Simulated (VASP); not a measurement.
An input for Quantum ESPRESSO's pw.x (written as the equivalent of a VASP run, and not itself run):

```
&CONTROL
  calculation = 'vc-relax'
  pseudo_dir = './pseudo'
  outdir = './out'
  tprnfor = .true.
  tstress = .true.
  nstep = 50
  forc_conv_thr = 0.00039
/
&SYSTEM
  ibrav = 0
  nat = 7
  ntyp = 3
  ecutwfc = 84
  occupations = 'smearing'
  smearing = 'gaussian'
  degauss = 0.0147
  input_dft = 'pbesol'
/
&ELECTRONS
  conv_thr = 7.3e-08
  electron_maxstep = 100
/
&IONS
/
&CELL
/
ATOMIC_SPECIES
  Ag 107.868 Ag.upf
  P 30.974 P.upf
  Pt 195.084 Pt.upf
CELL_PARAMETERS angstrom
     3.9630100    0.0000000    0.0000000
     0.0000000    3.9630100    0.0000000
     0.0000000    0.0000000    7.1180100
ATOMIC_POSITIONS crystal
  Ag   0.5000000  0.5000000  0.0000000
  P    0.0000000  0.0000000  0.5000000
  Pt   0.0000000  0.0000000  0.0000000
  Pt   0.5000000  0.0000000  0.7029900
  Pt   0.5000000  0.0000000  0.2970100
  Pt   0.0000000  0.5000000  0.7029900
  Pt   0.0000000  0.5000000  0.2970100
K_POINTS automatic
  6 6 3 0 0 0
```

Task: Translate this input to VASP (INCAR, KPOINTS, POSCAR, choice of POTCAR).

Result: One answer among several that fit: 
**KPOINTS**
```
Automatic mesh
0
Gamma
6 6 3
0 0 0
```

**INCAR**
```
SYSTEM=AgPPt5
PREC=Accurate; ENCUT=300; LREAL=.FALSE.
LASPH=.TRUE.
EDIFF=1E-6; NELM=100; ALGO=Normal
LMAXMIX=6
ISMEAR=0; SIGMA=0.2
GGA=PS
IBRION=2; NSW=50; ISIF=3
EDIFFG=-0.01
LWAVE=.FALSE.; LCHARG=.FALSE.
```

File POSCAR:
```
AgPPt5
1
    3.9630100000     0.0000000000     0.0000000000
    0.0000000000     3.9630100000     0.0000000000
    0.0000000000     0.0000000000     7.1180100000
Ag P Pt
1 1 5
Direct
  0.5000000000   0.5000000000   0.0000000000
  0.0000000000   0.0000000000   0.5000000000
  0.0000000000   0.0000000000   0.0000000000
  0.5000000000   0.0000000000   0.7029900000
  0.5000000000   0.0000000000   0.2970100000
  0.0000000000   0.5000000000   0.7029900000
  0.0000000000   0.5000000000   0.2970100000
```

POTCAR, in this order: Ag P Pt (PBE.64 set). Program: vasp_std.

Limits of the translation: the potentials are each code's own (VASP's PAW set, PseudoDojo norm-conserving files in pw.x), so ENCUT and ecutwfc are chosen apart and not converted; conv_thr bounds pw.x's estimated SCF error, while EDIFF bounds the energy change between steps; forc_conv_thr acts on force components and is met together with etot_conv_thr.

The structure comes from a computed database's AgPPt5 entry (P4/mmm); how it stands against other phases isn't given here. This run relaxes it. Symmetry was kept, so distortions that lower it aren't found. The k-mesh is coarse (spacing up to 0.30 per Å, 2π included), so the numbers may not be converged in it. The run is one of a series of settings (EDIFFG = -0.01, IBRION = 2, ISIF = 3, NSW = 50 against the base run), some of them coarse on purpose.
